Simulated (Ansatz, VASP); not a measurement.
**Hf (Hafnium) in two plane-wave programs**

Wanted: the spread between two codes on one cell, functional and k mesh. The cell is taken from a series of runs on this material, whose earlier steps may have relaxed, scaled, displaced or heated it; both programs get it as it stands.

Main program and level: Ansatz 0.2.0; plane waves, with VASP 6.6.1 beside it; zone-centre phonons at LDA.

### Step 1. Set-up

It takes space group P6_3/mmc (No. 194, hexagonal). The conventional cell has a = 3.149 Å, b = 3.149 Å, c = 4.791 Å, α = 90.00°, β = 90.00°, γ = 120.00°. Nearest to Hf lie 12 Hf at 3.01 to 3.15 Å.

### Step 2. Ansatz: zone-centre phonons, LDA

Ansatz runs on its PAW soft_1 files.

Second derivatives magnify differences that forces hide, and they need a tight electronic threshold.

input.yaml reads:

```yaml
crystal:
  lattice:
    - [3.149380128, 0.0, 0.0]
    - [-1.574690064, 2.727443197, 0.0]
    - [0.0, 0.0, 4.7912476415]
  atoms:
    - { symbol: Hf, position: [0.3333333317, 0.6666666683, 0.25] }
    - { symbol: Hf, position: [0.6666666683, 0.3333333317, 0.75] }
kpoints:
  mp_grid: { grid: [15, 15, 8] }
hamiltonian:
  xc: lda
  pseudopotentials: { kind: paw, azcp: { folder: soft_1 }, xc_functional: pbe }
scf:
  occupations: { method: methfessel_paxton, width: 0.2 }
output:
  eigenvalues: true
phonons:
  method: dfpt
```

On the command line:

```console
$ ansatz run input.yaml --threads 4 --pin off --max-ram 10240MiB --backend cpu --events-out ev --progress --plain --runs-dir out
```

Numbers of over 12 decimals in the logs are rounded to 6 here.

What it wrote:

```text
zone centre: on kpoints.mp_grid the ground state, and the responses unless they are solved on pairs of k-points, stand on 320 of the mesh's 1800 k-points, reduced under 4 symmetry operations, with k and −k counted as one. Each operation leaves every solved displacement unchanged or reverses it
Engine: ansatz 0.2.0, aarch64-unknown-linux-gnu
Pseudopotentials: kind: paw
Pseudopotential: Hf, paw, valence charge 26, recommended cutoff 420 eV (normal), soft_1/Hf.paw.azcp
Functional definition: SPW92
  exchange = slater_x
  correlation = pw_c
Crystal: 2 atoms, lattice volume = 41.156 Å³
Basis set: ecut = 420 eV, 797 PW (Γ), exchange–correlation on 48×48×72 points (8 copies of the dense FFT grid, shifted against one another)
Bands: 32, of which v1, the nominal top of the filled ones, is band 26 counted from 1 (25 counted from 0)
Symmetry: 24 space group operations
k-points: 320 of 1800 (irreducible under 4 space group operations, time reversal used)
Non-local potential: Hf, projectors of the file, l = 0: 3, l = 1: 2, l = 2: 2, l = 3: 3
PAW form: soft (Blöchl's): semilocal exchange-correlation on the pseudo side does not see the compensation charge
PAW frozen core: Hf, regenerated for the run's functional, and the local potential with it (the file was generated under x = pbe(κ = 0.804, μ = 0.219515), c = pbe(β = 0.066725))
PAW one-centre angular grid: Hf, 590 points (default); XC on 64 Gauss nodes
Initial density: superposition of atomic densities (chi_scale 0.1, normalization cell)
Initial wavefunctions: pseudopotential atomic-orbital guess
Functional: x = slater, c = lda
SCF iter   1: F=—  HF=-30955.185738 eV  |F-HF|=—  |Δ(HF+E_count)|=         —  Δρ=3.44e-2  dr2=5.67e-1  ethr=3.10e-3  ⟨swp⟩=5.4  Hψ=36295  notcnv=0
preconditioner: auto → Kerker (q_TF=auto, 2.837 Å⁻¹)  [metal: Δε(μ)=0.028 eV  Ē_g=16.998 eV  σ=0.200 eV  W_gap=0.12  n_scr=22 (ndim 8)  ℏωp=40.1 eV  f_vac=0.000  D(μ)=1.11/eV (n_scr^D=2)]
SCF iter   2: F=—  HF=-30955.053517 eV  |F-HF|=—  |Δ(HF+E_count)|=   1.32e-1  S|Δr|=    0.00e0  Δρ=2.13e-2  dr2=2.19e-1  ethr=1.09e-3  ⟨swp⟩=2.7  Hψ=19653  notcnv=0  defer=82
SCF iter   3: F=—  HF=-30955.000170 eV  |F-HF|=—  |Δ(HF+E_count)|=   5.33e-2  S|Δr|=    0.00e0  Δρ=8.41e-3  dr2=3.33e-2  ethr=4.21e-4  ⟨swp⟩=2.0  Hψ=16104  notcnv=0  defer=96
SCF iter   4: F=—  HF=-30954.962768 eV  |F-HF|=—  |Δ(HF+E_count)|=   3.74e-2  S|Δr|=    0.00e0  Δρ=3.15e-3  dr2=2.05e-3  ethr=6.41e-5  ⟨swp⟩=2.1  Hψ=18574  notcnv=0  defer=96
SCF iter   5: F=—  HF=-30954.963634 eV  |F-HF|=—  |Δ(HF+E_count)|=   8.66e-4  S|Δr|=    0.00e0  Δρ=6.21e-4  dr2=1.48e-4  ethr=3.95e-6  ⟨swp⟩=2.8  Hψ=17630  notcnv=0  defer=96
SCF iter   6: F=—  HF=-30954.963781 eV  |F-HF|=—  |Δ(HF+E_count)|=   1.47e-4  S|Δr|=    0.00e0  Δρ=1.52e-4  dr2=8.37e-6  ethr=2.84e-7  ⟨swp⟩=2.5  Hψ=18831  notcnv=0  defer=96
SCF iter   7: F=—  HF=-30954.963795 eV  |F-HF|=—  |Δ(HF+E_count)|=   1.42e-5  S|Δr|=    0.00e0  Δρ=3.41e-5  dr2=5.71e-7  ethr=1.61e-8  ⟨swp⟩=3.0  Hψ=19878  notcnv=0  defer=96
SCF iter   8: F=—  HF=-30954.963792 eV  |F-HF|=—  |Δ(HF+E_count)|=   3.20e-6  S|Δr|=    0.00e0  Δρ=6.19e-6  dr2=1.97e-8  ethr=1.10e-9  ⟨swp⟩=2.9  Hψ=19831  notcnv=0  defer=171
SCF iter   9: F=—  HF=-30954.963792 eV  |F-HF|=—  |Δ(HF+E_count)|=   4.29e-9  S|Δr|=    0.00e0  Δρ=1.26e-6  dr2=5.54e-10  ethr=3.79e-11  ⟨swp⟩=2.7  Hψ=18989  notcnv=0  defer=171
SCF iter  10: F=—  HF=-30954.963792 eV  |F-HF|=—  |Δ(HF+E_count)|=  1.02e-10  S|Δr|=    0.00e0  Δρ=2.75e-7  dr2=1.85e-11  ethr=1.07e-12  ⟨swp⟩=3.2  Hψ=21608  notcnv=0  defer=171
SCF iter  11: F=-30954.963792 eV  HF=-30954.963792 eV  |F-HF|=1.09e-11  |Δ(HF+E_count)|=  1.09e-11  S|Δr|=    0.00e0  Δρ=6.46e-8  dr2=1.11e-12  ethr=1.00e-12  ⟨swp⟩=13.1  Hψ=73745  notcnv=0
SCF 1 converged in 11 iterations: F = -30954.963792 eV  dr2 = 1.11e-12
  greatest PAW one-centre occupation: 0.998 electrons in one spin orbital (limit 2), on the Hf atom at site 1 (counted from 0), in its partial waves of l = 3
DFPT response loops at Γ: preconditioner auto → Kerker (q_TF=auto, 2.837 Å⁻¹) (partly filled bands, converged f_vac=0.000); β = 1.00, the filter's whole step (`scf.mixing.beta` (0.50) is not read by the response loops under this deck's `scf.mixing.preconditioner`; to damp them name `kerker` or `kerker_dos`, under which they read `scf.mixing.beta`, and type it under 1.00, their step now; both keys bind the ground state too); Broyden in place of MSR1
SCF converged after 11 iterations
Stability not checked: this state was not tested for a lower state beside it, because cold or Methfessel-Paxton smearing, or corrected tetrahedra, fill the levels in a way that the test cannot read (fill_not_monotonic; see scf.lower_state_search)
Free energy (F): -30954.963792 eV
Harris-Foulkes:  -30954.963792 eV  (|F-HF|=1.09e-11)
Internal energy: -30954.968567 eV  (E = F + TS)
E sigma→0 (E₀):  -30954.964986 eV
Entropy (-TS):   0.004776 eV (2.388 meV/atom)
Fermi energy:    19.599365 eV
Step filling:    the computed levels leave a gap of 0.0000 eV = 0.0 smearing widths at the electron count; against every level under it full and every level over it empty, smearing changes F+E_penalty+E_count by +1.897 meV and its σ→0 estimate by +0.703 meV
--- Per-component energies (eV) ---
  E_band       = 60.237751
  E_kinetic    = 826.150625
  E_local      = -12212.000050  (includes V_loc(G=0)·N_el)
  E_nonlocal   = 142.842389
  E_hartree    = 5974.833821
  E_xc         = -531.434171
  E_vxc        = -513.272483  (∫ρ·V_xc dr)
  E_paw        = -14907.848721  (= ΣΔE_a)
  E_vpaw       = -133.150578  (= ΣTr[D̂ρ^β])
  E_aug_tail   = 0.000213  (compensation charges beyond the density's cutoff)
  E_ewald      = -10252.426850
  E_core_change = 4.914176  (= ΣΔE_core)
  E_smearing   = 0.004776  (= −TS)
  E_closure    = 0.000000  (closes the sum)
  Σ components = -30954.963792   (vs F -30954.963792, Δ=0.00e0)
--- Band table (eV; the first three rows and the last of 320) ---
  k-point 0: bands = [... 22 lower, 11.9328, 15.6392, 20.5732, 20.5732, 21.0174, 21.3950, 21.5967, 21.5967, ... 2 higher]
  k-point 1: bands = [... 22 lower, 12.1027, 15.6073, 20.4361, 20.4361, 20.7043, 21.2441, 21.4288, 21.4288, ... 2 higher]
  k-point 2: bands = [... 22 lower, 12.5906, 15.4349, 20.1020, 20.2562, 20.2562, 20.8391, 21.0487, 21.0487, ... 2 higher]
  k-point 319: bands = [... 22 lower, 16.5091, 16.5091, 18.7522, 18.7522, 19.5345, 19.5345, 21.8225, 21.8225, ... 2 higher]
--- Phonons (Γ-DFPT): 2 representative perturbations + reference, on 320 of 1800 k-points (Σ response iterations 6) ---
  k mesh reduced under 4 symmetry operations, with k and −k counted as one. Each operation leaves every solved displacement unchanged or reverses it
  ASR residual: 3.120e-5 → 0.000e0 eV/Å²; symmetrization residual: 3.582e-12 eV/Å²
  ASR residual per site (eV/Å²): 3.12e-5 3.12e-5
  Γ frequencies (cm⁻¹): 0.00 0.00 0.00 78.11 78.11 139.15
  non-analytic LO–TO correction: not included (Born effective charges unavailable; polar crystals: no LO–TO splitting at Γ)
```

The column dr2 measures how far the density is from self-consistency, as an energy; F and HF (Harris–Foulkes) agree once it is small.

### Step 3. VASP: zone-centre phonons, LDA

The same cell, functional (in two slightly different forms), mesh and smearing now go to VASP, with its own data sets.

Lines of VASP's logs that name or quote its potential files are left out, and so is its time.

INCAR reads:

```
SYSTEM = Hf
PREC = Accurate
ENCUT = 500
EDIFF = 1E-08
NELM = 120
ISMEAR = 1
SIGMA = 0.2
LREAL = .FALSE.
ALGO = Normal
GGA = PW92
NBANDS = 16
LASPH = .TRUE.
LORBIT = 11
LWAVE = .FALSE.
LCHARG = .FALSE.
ISIF = 2
IBRION = 8
GGA_COMPAT = .FALSE.
KPAR = 2
```

POSCAR reads:

```
Hf
1.0
    3.1493801280      0.0000000000      0.0000000000
   -1.5746900640      2.7274431970      0.0000000000
    0.0000000000      0.0000000000      4.7912476415
Hf
2
Direct
    0.3333333382      0.6666666716      0.2500000000
    0.6666666716      0.3333333382      0.7500000000
```

KPOINTS reads:

```
Automatic mesh
0
Gamma
15 15 8
0 0 0
```

Potentials, in the order of the species: Hf_pv (LDA family, release 64).

On the command line:

```console
$ mpirun -np 2 vasp_std
```

What it wrote:

```text
[banner, memory and clock lines left out]
running    2 mpi-ranks, on    1 nodes
 distrk:  each k-point on    1 cores,    2 groups
 distr:  one band on    1 cores,    1 groups

 POSCAR found type information on POSCAR Hf
 POSCAR found :  1 types and       2 ions
|                                                                             |
|               ----> ADVICE to this user running VASP <----                  |
|                                                                             |
|     You enforced a specific xc type in the INCAR file but a different       |
|     [... a line on the potential file left out ...]
|     I HOPE YOU KNOW WHAT YOU ARE DOING!                                     |
|                                                                             |

 LDA part: xc-table for (Slater(with rela. corr.)+PW92), standard interpolation
 POSCAR, INCAR and KPOINTS ok, starting setup
 FFT: planning ... GRIDC
 FFT: planning ... GRID_SOFT
 FFT: planning ... GRID
 WAVECAR not read
 entering main loop
       N       E                     dE             d eps       ncg     rms          rms(c)
DAV:   1     0.466097871089E+02    0.46610E+02   -0.11409E+04  4344   0.117E+03
DAV:   2    -0.205491326670E+02   -0.67159E+02   -0.65495E+02  5736   0.250E+02
DAV:   3    -0.220288871930E+02   -0.14798E+01   -0.14756E+01  5688   0.260E+01
DAV:   4    -0.220390011081E+02   -0.10114E-01   -0.10112E-01  5344   0.259E+00
DAV:   5    -0.220391181150E+02   -0.11701E-03   -0.11700E-03  5704   0.231E-01    0.690E+01
DAV:   6    -0.215364433947E+02    0.50267E+00   -0.42749E-01  5160   0.436E+00    0.407E+01
DAV:   7    -0.213557181145E+02    0.18073E+00   -0.68768E-01  5280   0.532E+00    0.191E+00
DAV:   8    -0.213472777892E+02    0.84403E-02   -0.42621E-02  4824   0.145E+00    0.351E-01
DAV:   9    -0.213473573953E+02   -0.79606E-04   -0.93679E-04  5928   0.223E-01    0.179E-01
DAV:  10    -0.213473536998E+02    0.36955E-05   -0.47353E-05  4992   0.493E-02    0.204E-01
DAV:  11    -0.213473503780E+02    0.33218E-05   -0.51009E-06  5832   0.152E-02    0.791E-03
DAV:  12    -0.213473503537E+02    0.24260E-07   -0.42160E-07  5144   0.439E-03    0.757E-03
DAV:  13    -0.213473503394E+02    0.14310E-07   -0.37203E-08  5144   0.139E-03    0.819E-04
DAV:  14    -0.213473503394E+02   -0.28649E-10   -0.14266E-09  3064   0.315E-04
   1 F= -.21347350E+02 E0= -.21348830E+02  d E =0.443943E-02
 Linear response reoptimize wavefunctions to high precision
DAV:   1    -0.213473503392E+02    0.20350E-09   -0.17451E-10  3368   0.111E-04
DAV:   2    -0.213473503393E+02   -0.30241E-10   -0.27439E-11  2800   0.409E-05
 Linear response DOF=           2
 Linear response progress:
  Degree of freedom:   1/  2
       N       E                     dE             d eps       ncg     rms          rms(c)
RMM:   1    -0.198601417069E+00   -0.19860E+00    0.46288E+00 18673   0.118E+01
RMM:   2    -0.203331705868E+00   -0.47303E-02   -0.38052E-02 27667   0.121E+00    0.617E-01
RMM:   3    -0.202632772962E+00    0.69893E-03   -0.41931E-03 34611   0.251E-01    0.125E-01
RMM:   4    -0.202304911961E+00    0.32786E-03   -0.46528E-04 41064   0.861E-02    0.196E-01
RMM:   5    -0.201940641611E+00    0.36427E-03   -0.57953E-05 38279   0.354E-02    0.153E-02
RMM:   6    -0.201860202958E+00    0.80439E-04   -0.58373E-05 42581   0.135E-02    0.303E-02
RMM:   7    -0.201867927857E+00   -0.77249E-05   -0.43276E-05 38141   0.648E-03    0.403E-02
RMM:   8    -0.201858389165E+00    0.95387E-05   -0.69073E-06 39126   0.273E-03    0.110E-02
RMM:   9    -0.201857664093E+00    0.72507E-06   -0.11612E-05 42007   0.883E-04    0.550E-03
RMM:  10    -0.201858021415E+00   -0.35732E-06   -0.61398E-06 41918   0.358E-04    0.592E-04
RMM:  11    -0.201857685122E+00    0.33629E-06   -0.33911E-06 41280   0.243E-04    0.564E-04
RMM:  12    -0.201857694557E+00   -0.94345E-08   -0.18862E-06 40840   0.105E-04    0.351E-05
RMM:  13    -0.201857736397E+00   -0.41840E-07   -0.11004E-06 40613   0.622E-05    0.838E-05
RMM:  14    -0.201857751291E+00   -0.14894E-07   -0.57215E-07 38664   0.467E-05    0.283E-05
RMM:  15    -0.201857757964E+00   -0.66728E-08   -0.33797E-07 36517   0.397E-05    0.207E-05
RMM:  16    -0.201857762861E+00   -0.48977E-08   -0.20553E-07 30669   0.361E-05    0.290E-06
RMM:  17    -0.201857766771E+00   -0.39098E-08   -0.13256E-07 28457   0.342E-05    0.425E-06
RMM:  18    -0.201857767847E+00   -0.10762E-08   -0.93388E-08 25397   0.332E-05    0.345E-06
 first order change of Fermi-energy  -0.34382E-05
 force on displaced ion       1 direction 1 :  -1.961  -0.000   0.000
 Linear response progress:
  Degree of freedom:   2/  2
       N       E                     dE             d eps       ncg     rms          rms(c)
RMM:   1    -0.237022097737E+00   -0.23702E+00    0.50058E+00  6453   0.123E+01
RMM:   2    -0.246750861393E+00   -0.97288E-02   -0.43513E-02  9550   0.124E+00    0.765E-01
RMM:   3    -0.246073053618E+00    0.67781E-03   -0.35520E-03 11152   0.279E-01    0.245E-01
RMM:   4    -0.245836402980E+00    0.23665E-03    0.23854E-04 13186   0.946E-02    0.208E-01
RMM:   5    -0.245637149346E+00    0.19925E-03   -0.11433E-05 13022   0.445E-02    0.497E-02
RMM:   6    -0.245560991436E+00    0.76158E-04    0.10839E-04 11177   0.177E-02    0.375E-02
RMM:   7    -0.245594736575E+00   -0.33745E-04   -0.50059E-05 12669   0.697E-03    0.101E-02
RMM:   8    -0.245593964290E+00    0.77228E-06    0.45535E-07 13395   0.294E-03    0.266E-03
RMM:   9    -0.245586755354E+00    0.72089E-05    0.10715E-07 13637   0.135E-03    0.107E-03
RMM:  10    -0.245586898573E+00   -0.14322E-06   -0.43327E-06 12866   0.507E-04    0.434E-04
RMM:  11    -0.245586933874E+00   -0.35301E-07   -0.30512E-06 13042   0.223E-04    0.801E-05
RMM:  12    -0.245586933372E+00    0.50178E-09   -0.24384E-06 13909   0.101E-04    0.744E-05
RMM:  13    -0.245587106052E+00   -0.17268E-06   -0.37491E-06 13505   0.639E-05    0.292E-05
RMM:  14    -0.245586803897E+00    0.30216E-06   -0.47615E-07 13861   0.478E-05    0.931E-06
RMM:  15    -0.245586880259E+00   -0.76362E-07   -0.11451E-06 13283   0.404E-05    0.401E-06
RMM:  16    -0.245586768173E+00    0.11209E-06    0.30356E-08 11716   0.370E-05    0.299E-06
RMM:  17    -0.245586816286E+00   -0.48113E-07   -0.37585E-07  8947   0.352E-05    0.637E-07
RMM:  18    -0.245586791577E+00    0.24710E-07   -0.95805E-08  8248   0.344E-05    0.813E-07
RMM:  19    -0.245586807614E+00   -0.16037E-07   -0.25112E-07  7738   0.340E-05    0.402E-07
RMM:  20    -0.245586794943E+00    0.12671E-07   -0.11491E-07  7370   0.338E-05    0.586E-07
RMM:  21    -0.245586796202E+00   -0.12586E-08   -0.13454E-07  6909   0.337E-05    0.437E-07
RMM:  22    -0.245586794768E+00    0.14335E-08   -0.98939E-08  6604   0.336E-05    0.461E-07
 first order change of Fermi-energy  -0.13617E-03
 force on displaced ion       1 direction 3 :   0.000   0.000  -6.226
 Linear response finished
```

(Part 1 of 2 ends here.)

[Lines on the potential files, build, host, timing and source positions are cut from VASP's logs without a mark.]

[Logs are printed without paths, hosts, clocks, repeated set-up lines and the standing remarks that a program may print on its own settings, such as how far it seeks lower states.]

[Hosts, paths, dates, database ids (printed as entryN), source tags and the programs' standing remarks are cut or masked in the printed files.]
